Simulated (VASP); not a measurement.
Write the native input for VASP 6.6.1 that does the following.

| Item | Value |
| --- | --- |
| Task | relaxation of cell and atoms |
| Functional | optB88-vdW |
| Potentials or basis | VASP PAW PBE potentials, release 64 (Ru_pv, Se) |
| Cutoff | 600 eV |
| k mesh | 8 × 8 × 8 |
| Occupations | fermi-dirac, width 0.05 eV |
| Spin | no spin polarisation |
| Further INCAR settings | ALGO = Normal; EDIFF = 1e-07; IBRION = 2; EDIFFG = -0.01; NSW = 40; ISIF = 3 |

The structure of RuSe lies in POSCAR:

```
RuSe
1.0
    3.1876923100      0.0000000000      0.0000000000
    0.0000000000      3.1876923100      0.0000000000
    0.0000000000      0.0000000000      3.1876923100
Ru Se
1 1
Direct
    0.0000000000      0.0000000000      0.0000000000
    0.5000000000      0.5000000000      0.5000000000
```

The cell comes from a database or a generator and needn't be the stable form of this composition.

The input as run:

INCAR

```
SYSTEM = RuSe
PREC = Accurate
ENCUT = 600
EDIFF = 1E-7
ISMEAR = -1
SIGMA = 0.05
LREAL = .FALSE.
LASPH = .TRUE.
NELM = 80
ALGO = Normal
ISIF = 3
LWAVE = .FALSE.
LCHARG = .FALSE.
GGA = BO
LUSE_VDW = .TRUE.
AGGAC = 0.0
PARAM1 = 0.1833333333
PARAM2 = 0.22
IBRION = 2
NSW = 40
EDIFFG = -0.01
```

KPOINTS

```
regular mesh
0
G
  8 8 8
  0 0 0
```

Potentials or basis: VASP PAW PBE potentials, release 64 (Ru_pv, Se).

Run with:

```console
$ cat potpaw_PBE.64/Ru_pv/POTCAR potpaw_PBE.64/Se/POTCAR > POTCAR
$ mpirun -np 1 vasp_std > vasp.out
```

It gave:

| Quantity | Value |
| --- | --- |
| Relaxed volume | 15.56 Å³/atom |
| Relaxed cell | a = 3.145 Å, b = 3.145 Å, c = 3.145 Å, α = 90.00°, β = 90.00°, γ = 90.00° |
| Space group after relaxing (to 0.05 Å) | Pm-3m (No. 221) |
| Energy gained by relaxing | 13.1 meV/atom |
| Ionic steps | 3 |
| Pressure after relaxing | -0.1 GPa |
| Band gap on the k mesh | none (metal or under the smearing width) |

Caveat: the PAW data sets were made with another functional, which shifts forces and pressure a little.

It took 69 s on 1 thread of Intel(R) Xeon(R) 6975P-C (Granite Rapids), on a shared host, peak memory 0.34 GiB.
